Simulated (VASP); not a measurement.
Here is the system:

```yaml
crystal:
  lattice:
    - [-1.66466, 1.66466, 1.66466]
    - [1.66466, -1.66466, 1.66466]
    - [1.66466, 1.66466, -1.66466]
  atoms:
    - { symbol: Nb, position: [0.00000, 0.00000, 0.00000] }
```

Level of theory: RPBE GGA, VASP's PBE PAW potentials (set 64) (plane waves; VASP 6.6.1). Run with 520 eV cut-off, Gaussian smearing of 0.050 eV, potentials Nb_sv.

Problem. Give the energies of bands 5 to 9 at the high-symmetry points, in eV from the Fermi level.

Solution. 
```csv
band,Γ,H,N,P
5,-5.88,-3.57,-3.61,-1.07
6,0.39,-3.57,-1.57,-1.07
7,0.39,5.44,2.17,-1.07
8,0.39,5.44,3.23,4.02
9,3.22,5.44,3.90,4.02
```

It has no gap at this level: it comes out as a metal or semimetal.

The compound is Nb in the bcc structure. It was relaxed first.
